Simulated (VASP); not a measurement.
# Zr2W (P-6m2) in VASP: notebook

Aim: see how the results for Zr2W move with the level of theory and the settings. Levels: PBE, optB86b-vdW. Tasks: relaxation of cell and atoms, relaxation of the atoms.

Everything below comes from runs of VASP 6.6.1. Logs are shortened: lines on timing, memory, paths and dates and some standing lists are left out, and cuts for length are marked.

## Step 1: Starting point

Symmetry: P-6m2, No. 187, hexagonal system. Conventional cell: a = 4.957 Å, b = 4.957 Å, c = 2.861 Å, α = 90.00°, β = 90.00°, γ = 120.00°. Zr (site symmetry -6m2) is surrounded by 8 Zr at 2.86 to 3.20 Å and 6 W at 3.20 Å. Around Zr (site symmetry -6m2) lie 8 Zr at 2.86 to 3.20 Å and 3 W at 2.86 Å. W (site symmetry -6m2) has 2 W at 2.86 Å and 9 Zr at 2.86 to 3.20 Å as nearest neighbours.

The cell was built by a generator and needn't be a form met in nature.

## Step 2: Relaxation of cell and atoms, PBE

The input, INCAR:

```
SYSTEM = Zr2W
PREC     = Accurate       ! precision mode
ENCUT    = 600            ! plane-wave cutoff, eV
EDIFF    = 1E-7           ! SCF threshold, eV
ISMEAR   = 1              ! smearing method
SIGMA    = 0.1            ! smearing width, eV
LREAL    = .FALSE.        ! projectors in reciprocal space
LASPH    = .TRUE.         ! aspherical terms in the spheres
NELM     = 60             ! most SCF steps
ALGO     = Normal         ! electronic algorithm
ISIF     = 3              ! what is computed and relaxed
LWAVE    = .FALSE.        ! write WAVECAR
LCHARG   = .FALSE.        ! write CHGCAR
GGA      = PE             ! functional
IBRION   = 2              ! ionic algorithm
NSW      = 60             ! ionic steps
EDIFFG   = -0.02          ! ionic threshold
```

The input, KPOINTS:

```
Automatic mesh
0
G
  6 6 9
  0 0 0
```

The input, POSCAR:

```
Zr2W
1.0
    4.9565300000      0.0000000000      0.0000000000
   -2.4782600000      4.2924800000      0.0000000000
    0.0000000000      0.0000000000      2.8607900000
Zr W
2 1
Direct
    0.0000000000      0.0000000000      0.0000000000
    0.3333300000      0.6666700000      0.5000000000
    0.6666700000      0.3333300000      0.5000000000
```

Potentials or basis: VASP PAW PBE potentials, release 64 (Zr_sv, W_sv).

Run with:

```
$ cat potpaw_PBE.64/Zr_sv/POTCAR potpaw_PBE.64/W_sv/POTCAR > POTCAR
$ mpirun -np 1 vasp_std > vasp.out
```

OUTCAR:

```text
SYSTEM = Zr2W
   PREC = Accurate
   ENCUT = 600
   EDIFF = 1E-7
   ISMEAR = 1
   LREAL = .FALSE.
   LASPH = .TRUE.
   NELM = 60
   ISIF = 3
   GGA = PE
   IBRION = 2
   NSW = 60
   EDIFFG = -0.02

 ion  position               nearest neighbor table
   1  0.000  0.000  0.000-   2 3.20   3 3.20   2 3.20   3 3.20   2 3.20   2 3.20   3 3.20   3 3.20
                             3 3.20   3 3.20   2 3.20   2 3.20
   2  0.333  0.667  0.500-   3 2.86   3 2.86   3 2.86   1 3.20   1 3.20   1 3.20   1 3.20   1 3.20
                             1 3.20
   3  0.667  0.333  0.500-   2 2.86   2 2.86   2 2.86   1 3.20   1 3.20   1 3.20   1 3.20   1 3.20
                             1 3.20

  LATTYP: Found a hexagonal cell.
 ALAT       =     4.9565300000
 C/A-ratio  =     0.5771759679

  Lattice vectors:

 A1 = (   4.9565300000,   0.0000000000,   0.0000000000)
 A2 = (  -2.4782600000,   4.2924800000,   0.0000000000)
 A3 = (   0.0000000000,   0.0000000000,   2.8607900000)

Analysis of symmetry for initial positions (statically):
=====================================================================
 Subroutine PRICEL returns:
 Original cell was already a primitive cell.

 Routine SETGRP: Setting up the symmetry group for a
 hexagonal supercell.

 Subroutine GETGRP returns: Found  4 space group operations
 (whereof  4 operations were pure point group operations)
 out of a pool of 24 trial point group operations.

The static configuration has the point symmetry C_2v.

Analysis of symmetry for dynamics (positions and initial velocities):
=====================================================================
 Subroutine PRICEL returns:
 Original cell was already a primitive cell.

 Routine SETGRP: Setting up the symmetry group for a
 hexagonal supercell.

 Subroutine GETGRP returns: Found  4 space group operations
 (whereof  4 operations were pure point group operations)
 out of a pool of 24 trial point group operations.

The dynamic configuration has the point symmetry C_2v.

 Subroutine INISYM returns: Found  4 space group operations
 (whereof  4 operations are pure point group operations),
 and found     1 'primitive' translations

----------------------------------------------------------------------------------------

                                     Primitive cell

[... 94 lines left out ...]
   EDIFFG = -.2E-01   stopping-criterion for IOM
   NSW    =     60    number of steps for IOM
   IBRION =      2    ionic relax: 0-MD 1-quasi-New 2-CG
   NFREE  =      1    steps in history (QN), initial steepest desc. (CG)
   ISIF   =      3    stress and relaxation
   ISYM   =      2    0-nonsym 1-usesym 2-fastsym
   POTIM  = 0.5000    time-step for ionic-motion
   TEBEG  =    0.0;   TEEND  =   0.0 temperature during run
   PSTRESS=    0.0 pullay stress
   NELECT =      38.0000    total number of electrons
   NUPDOWN=      -1.0000    fix difference up-down
   EMIN   =  10.00;   EMAX   =-10.00  energy-range for DOS
   EFERMI =   0.00;   METHOD = LEGACY
   ISMEAR =     1;   SIGMA  =   0.10  broadening in eV -4-tet -1-fermi 0-gaus
   EFERMI_NEDOS =   21; number of points for ismear=-14 and -15
   IALGO  =     38    algorithm
   IMIX   =      4    mixing-type and parameters
     AMIX     =   0.40;   BMIX     =  1.00
     AMIX_MAG =   1.60;   BMIX_MAG =  1.00
  volume/ion in A,a.u.               =      20.29       136.91
  Fermi-wavevector in a.u.,A,eV,Ry     =   1.399196  2.644098 26.636816  1.957751
  Thomas-Fermi vector in A             =   2.522280
   LORBIT       =      0    0 simple, 1 ext, 2 COOP (PROOUT), +10 PAW based schemes
   GGA     = PE    functional components
   LHFCALC =     F    Hartree Fock is set to
   AEXX    =    0.0000 exact exchange contribution
   IVDW    =     0    specifies the selected vdW correction
   LEPSILON=     F    determine dielectric tensor
   LRPA    =     F    only Hartree local field effects (RPA)
 conjugate gradient relaxation of ions
 non-spin polarized calculation
 Methfessel and Paxton  Order N= 1 SIGMA  =   0.10
  energy-cutoff  :      600.00
  volume of cell :       60.87
 maximum number of plane-waves:      2055
   NGX = 19   NGY = 19   NGZ = 11

--------------------------------------- Ionic step        1  -------------------------------------------

 number of electron      37.9999999 magnetization

 Free energy of the ion-electron system (eV)
  ---------------------------------------------------
  ext. energy  EPLUGINS =         0.00000000
  ---------------------------------------------------
  free energy    TOTEN  =       -29.05136760 eV

  energy without entropy =      -29.04987459  energy(sigma->0) =      -29.05086993

------------------------ aborting loop because EDIFF is reached ----------------------------------------

  FORCE on cell =-STRESS in cart. coord.  units (eV):
  Direction    XX          YY          ZZ          XY          YZ          ZX
  --------------------------------------------------------------------------------------
  -------------------------------------------------------------------------------------
  Total       -0.0480466     -0.0479867     -0.0639487      0.0000518      0.0000000      0.0000000
  in kB       -1.2647396     -1.2631628     -1.6833331      0.0013636      0.0000000      0.0000000
  external PRESSURE =      -1.4037452 kB  Pullay stress =       0.0000000 kB
[... 61 lines left out ...]
--------------------------------------- Ionic step        3  -------------------------------------------

 number of electron      37.9999999 magnetization

 Free energy of the ion-electron system (eV)
  ---------------------------------------------------
  ext. energy  EPLUGINS =         0.00000000
  ---------------------------------------------------
  free energy    TOTEN  =       -29.05139513 eV

  energy without entropy =      -29.04990631  energy(sigma->0) =      -29.05089886

 E-fermi :   9.6923     XC(G=0): -11.8978

 val. band max:        9.6921142034   @ k =   0.3333   0.0000   0.0000
 cond. band min:       9.7043579832   @ k =  -0.1667   0.5000   0.3333
 fundamental gap:      0.0122437799
 Fermi energy:         9.6923342405

 k-point     1 :       0.0000    0.0000    0.0000
  band No.  band energies     occupation
      1     -64.1251      2.00000
      2     -38.8632      2.00000
      3     -38.7051      2.00000
      4     -28.3068      2.00000
      5     -28.3068      2.00000
      6     -28.0230      2.00000
[... 613 lines left out ...]
     22      10.8947     -0.00000
     23      11.6078     -0.00000

 [... further k-points ...]
[... 5 lines left out ...]
  --------------------------------------------------------------------------------------
  -------------------------------------------------------------------------------------
  Total        0.0063868      0.0064250     -0.0050991      0.0000331      0.0000000      0.0000000
  in kB        0.1682954      0.1693008     -0.1343625      0.0008709      0.0000000      0.0000000
  external PRESSURE =       0.0677446 kB  Pullay stress =       0.0000000 kB
[... 18 lines left out ...]
  FREE ENERGIE OF THE ION-ELECTRON SYSTEM (eV)
  ---------------------------------------------------
  free  energy   TOTEN  =       -29.0513951281 eV

  energy  without entropy=      -29.0499063089  energy(sigma->0) =      -29.05089886

 reached required accuracy - stopping structural energy minimisation
```

OSZICAR:

```text
N       E                     dE             d eps       ncg     rms          rms(c)
DAV:   1     0.465973826619E+03    0.46597E+03   -0.23959E+04  2990   0.195E+03
DAV:   2    -0.114295022021E+01   -0.46712E+03   -0.46242E+03  3336   0.547E+02
DAV:   3    -0.290640459594E+02   -0.27921E+02   -0.27392E+02  5395   0.110E+02
[... 28 lines left out ...]
DAV:   4    -0.290513884180E+02    0.92108E-04   -0.71090E-04  4647   0.141E-01    0.452E-02
DAV:   5    -0.290513937735E+02   -0.53555E-05   -0.31410E-05  4131   0.319E-02    0.242E-02
DAV:   6    -0.290513959242E+02   -0.21507E-05   -0.12466E-05  4782   0.213E-02    0.116E-02
DAV:   7    -0.290513951671E+02    0.75706E-06   -0.89381E-06  5009   0.179E-02    0.243E-03
DAV:   8    -0.290513951281E+02    0.38977E-07   -0.41994E-07  3332   0.436E-03
   3 F= -.29051395E+02 E0= -.29050899E+02  d E =-.275258E-04
```

It took 90 s on 1 thread of Intel Xeon 6975P-C (Granite Rapids), shared host; peak memory 0.27 GiB.

What came out:

* Free energy: -29.0514 eV
* Relaxed volume: 20.27 Å³/atom
* Relaxed cell: a = 4.955 Å, b = 4.955 Å, c = 2.860 Å, α = 90.00°, β = 90.00°, γ = 120.00°
* Space group after relaxing (to 0.05 Å): P-6m2 (No. 187)
* Energy gained by relaxing: 0.0 meV/atom
* Ionic steps: 3
* Pressure after relaxing: 0.0 GPa
* Band gap on the k mesh: none (metal or under the smearing width)

Final structure:
```
Zr W
1.0
     4.95500    0.00000    0.00000
    -2.47749    4.29115    0.00000
     0.00000    0.00000    2.85961
Zr W
2 1
Direct
  0.00000 0.00000 0.00000
  0.33333 0.66667 0.50000
  0.66667 0.33333 0.50000
```

The run has no spin-orbit coupling, so splittings on W are missing.

## Step 3: Relaxation of the atoms, optB86b-vdW, spin-orbit coupling, no magnetisation

The input, INCAR:

```
PREC = Accurate
ENCUT = 520
EDIFF = 1E-6
ISMEAR = 1
SIGMA = 0.2
LREAL = False
LASPH = True
NELM = 80
ALGO = Normal
ISIF = 2
LWAVE = False
LCHARG = False
MAGMOM = 0 0 0 0 0 0 0 0 0
LORBIT = 11
LSORBIT = True
GGA_COMPAT = False
LMAXMIX = 4
GGA = MK
LUSE_VDW = True
AGGAC = 0.0
PARAM1 = 0.1234
PARAM2 = 1.0
IBRION = 2
NSW = 40
EDIFFG = -0.005
```

The input, KPOINTS:

```
regular mesh
0
Gamma
  5 5 7
```

POSCAR is that of step 2.

Potentials or basis: VASP PAW PBE potentials, release 54 (Zr_sv, W_sv).

Run with:

```
$ cat potpaw_PBE.54/Zr_sv/POTCAR potpaw_PBE.54/W_sv/POTCAR > POTCAR
$ mpirun -np 1 vasp_ncl > vasp.out
```

Run time: 3.6 min. Hardware: 1 thread of Intel Xeon 6975P-C (Granite Rapids), shared host; peak memory 0.8 GiB.

The run converged. Its results:

| Item | Value |
| --- | --- |
| Free energy | -22.2550 eV |
| Pressure after relaxing | -2.7 GPa |
| Valence electrons inside the program's atomic spheres | Zr 9.89, 10.02; W 11.92 |

Stress tensor (GPa, compression positive):
```
-2.75  0.00  0.00
 0.00 -2.75  0.00
 0.00  0.00 -2.57
```

Final structure:
```xyz
3
Lattice="4.9565 0.0000 0.0000 -2.4783 4.2925 0.0000 0.0000 0.0000 2.8608" Properties=species:S:1:pos:R:3 pbc="T T T"
Zr    0.0000    0.0000    0.0000
Zr    0.0000    2.8617    1.4304
W     2.4783    1.4308    1.4304
```

Caveat: the relaxation stopped at its first step, so nothing moved; the PAW data sets were made with another functional, which shifts forces and pressure a little.

## Step 4: The reference run

An earlier run on the cell as given: functional PBE; potentials or basis VASP PAW PBE potentials, release 64 (Zr_sv, W_sv); cutoff 520 eV; k mesh 6 × 6 × 9; occupations fermi-dirac, width 0.05 eV; no spin polarisation.

- Pressure: -0.1 GPa
- Band gap on the k mesh: none (metal or under the smearing width)

## Step 5: Overview

| task | level | potentials or basis | spin | cell | k mesh | cutoff (eV) | smearing | gap on the mesh (eV) | pressure (GPa) |
| --- | --- | --- | --- | --- | --- | --- | --- | --- | --- |
| relaxation of cell and atoms | PBE | VASP PAW PBE potentials, release 64 (Zr_sv, W_sv) | off | relaxed | 6 × 6 × 9 | 600 | methfessel-paxton 0.1 eV | none | 0.0 |
| relaxation of the atoms | optB86b-vdW | VASP PAW PBE potentials, release 54 (Zr_sv, W_sv) | SOC, no magnetisation | atoms relaxed | 5 × 5 × 7 | 520 | methfessel-paxton 0.2 eV | - | -2.7 |
| single point | PBE | VASP PAW PBE potentials, release 64 (Zr_sv, W_sv) | off | as given | 6 × 6 × 9 | 520 | fermi-dirac 0.05 eV | none | -0.1 |

Caveats: the relaxation stopped at its first step, so nothing moved (some runs); the PAW data sets were made with another functional, which shifts forces and pressure a little (some runs).

Absolute energies hang on the potentials; compare differences alone.
